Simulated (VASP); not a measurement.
SiO2 (rutile): the cohesive energy from VASP (plane waves, PAW) at several levels of theory. Atoms are spin-polarised in a large box without symmetry, with the spin fixed by Hund's rule, and may not be in the lowest state of each functional; no zero-point energy is added.

```csv
level,cohesive energy (eV/atom)
LDA,7.49
PBE,6.18
PBEsol,6.67
```

The cell of the LDA run:

```xyz
6
Lattice="4.1583 0.0000 0.0000 0.0000 4.1583 0.0000 0.0000 0.0000 2.6680" Properties=species:S:1:pos:R:3 pbc="T T T"
Si     0.0000     0.0000     0.0000
Si     2.0791     2.0791     1.3340
O      1.2702     1.2702     0.0000
O      3.3493     0.8090     1.3340
O      0.8090     3.3493     1.3340
O      2.8881     2.8881     0.0000
```

Only levels that ran to the end are used. Left out are those held back, those with too coarse a band path, GW runs whose mesh misses a band edge, hybrids' fits of cells that aren't cubic and levels without matching references; a question may draw on a part of the rest.
